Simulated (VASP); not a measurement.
Consider the following.

```
CELL_PARAMETERS angstrom
      0.00000     3.08493     3.08493
      3.08493     0.00000     3.08493
      3.08493     3.08493     0.00000
ATOMIC_POSITIONS crystal
  Sn 0.00000 0.00000 0.00000
  Te 0.50000 0.50000 0.50000
```

Computed with AM05 GGA, VASP's PBE PAW potentials (set 64) (plane waves; VASP). Numerical set-up: 520 eV cut-off, 7×7×7 Γ-centred mesh, Gaussian smearing of 0.050 eV, potentials Sn_d Te.

Task: Give the stress tensor in GPa (positive for a compressed cell).

Result: 
```
3.15  0.00  0.00
0.00  3.15  0.00
0.00  0.00  3.15
```
The pressure is its mean diagonal, 3.15 GPa.

The compound is SnTe in the rock salt structure, which distorts at low temperature. This cell is one point of a volume scan, at 0.94 of the reference volume.
